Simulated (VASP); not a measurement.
Calculation: PBEsol GGA, VASP's PBE PAW potentials (set 64) (plane waves; VASP).

Input for VASP

POSCAR:
```
HgTe
3.2582950
  0.0000000000   0.9999999950   0.9999999950
  0.9999999950   0.0000000000   0.9999999950
  0.9999999950   0.9999999950   0.0000000000
Hg Te
1 1
Cartesian
  0.0000000000   0.0000000000   0.0000000000
  0.4999999975   0.4999999975   0.4999999975
```

**INCAR**
```
SYSTEM  =  HgTe
PREC  =  Accurate; ENCUT  =  520; LREAL  =  .FALSE.
LASPH  =  .TRUE.
EDIFF  =  1E-7; NELM  =  100; ALGO  =  Normal
LMAXMIX  =  6
ISMEAR  =  -5
GGA  =  PS
ISIF  =  2
LWAVE  =  .FALSE.; LCHARG  =  .TRUE.; LORBIT  =  11
NEDOS  =  601
```

File KPOINTS:
```
Automatic
0
G
 11 11 11
```

POTCAR, in this order: Hg Te (PBE.64 set). Program: vasp_std.

What VASP printed:

### OSZICAR
```
       N       E                     dE             d eps       ncg     rms          rms(c)
DAV:   1     0.105927514460E+03    0.10593E+03   -0.80983E+03  1464   0.120E+03
DAV:   2    -0.200301927284E+00   -0.10613E+03   -0.10144E+03  1606   0.265E+02
DAV:   3    -0.456472502348E+01   -0.43644E+01   -0.43472E+01  1791   0.557E+01
DAV:   4    -0.460834129899E+01   -0.43616E-01   -0.43609E-01  2008   0.509E+00
DAV:   5    -0.460850808351E+01   -0.16678E-03   -0.16679E-03  1766   0.280E-01    0.753E+00
DAV:   6    -0.438882689171E+01    0.21968E+00   -0.54576E-01  1676   0.110E+01    0.604E+00
DAV:   7    -0.437931344829E+01    0.95134E-02   -0.10989E-01  1586   0.262E+00    0.226E+00
DAV:   8    -0.437736035346E+01    0.19531E-02   -0.11024E-02  1506   0.143E+00    0.628E-01
DAV:   9    -0.437711494782E+01    0.24541E-03   -0.83002E-04  1766   0.360E-01    0.127E-01
DAV:  10    -0.437712300609E+01   -0.80583E-05   -0.83820E-05  1678   0.971E-02    0.537E-02
DAV:  11    -0.437712984436E+01   -0.68383E-05   -0.23095E-05  1571   0.451E-02    0.289E-02
DAV:  12    -0.437712865496E+01    0.11894E-05   -0.40075E-06  1701   0.193E-02    0.146E-02
DAV:  13    -0.437712864693E+01    0.80254E-08   -0.27889E-07  1541   0.395E-03
   1 F= -.43771286E+01 E0= -.43771286E+01  d E =0.000000E+00
```

### OUTCAR
```
------------------------ aborting loop because EDIFF is reached ----------------------------------------
  FORCE on cell =-STRESS in cart. coord.  units (eV):
  Direction    XX          YY          ZZ          XY          YZ          ZX
  --------------------------------------------------------------------------------------
  Total       -0.0160038     -0.0160038     -0.0160038      0.0000000      0.0000000      0.0000000
  in kB       -0.3706229     -0.3706229     -0.3706229      0.0000000      0.0000000      0.0000000
  external PRESSURE =      -0.3706229 kB  Pullay stress =       0.0000000 kB
  volume of cell :       69.18
      direct lattice vectors                 reciprocal lattice vectors
     0.000000000  3.258294984  3.258294984    -0.153454492  0.153454492  0.153454492
     3.258294984  0.000000000  3.258294984     0.153454492 -0.153454492  0.153454492
     3.258294984  3.258294984  0.000000000     0.153454492  0.153454492 -0.153454492
 POSITION                                       TOTAL-FORCE (eV/Angst)
 -----------------------------------------------------------------------------------
      0.00000      0.00000      0.00000        -0.000000      0.000000     -0.000000
      1.62915      1.62915      1.62915         0.000000     -0.000000      0.000000
 -----------------------------------------------------------------------------------
    total drift:                               -0.000000     -0.000000     -0.000000
  FREE ENERGIE OF THE ION-ELECTRON SYSTEM (eV)
  ---------------------------------------------------
  free  energy   TOTEN  =        -4.3771286469 eV

  energy  without entropy=       -4.3771286469  energy(sigma->0) =       -4.37712865

 total charge

# of ion       s       p       d       tot
------------------------------------------
    1        0.748   0.404   9.351  10.503
    2        1.372   1.954   0.031   3.357
--------------------------------------------------
tot          2.120   2.358   9.382  13.860
```
(Selected blocks of OUTCAR.)

For a metal the tetrahedron method with Blöchl corrections gives inexact stress and forces.

The compound is HgTe in the zinc blende structure. It was relaxed first.
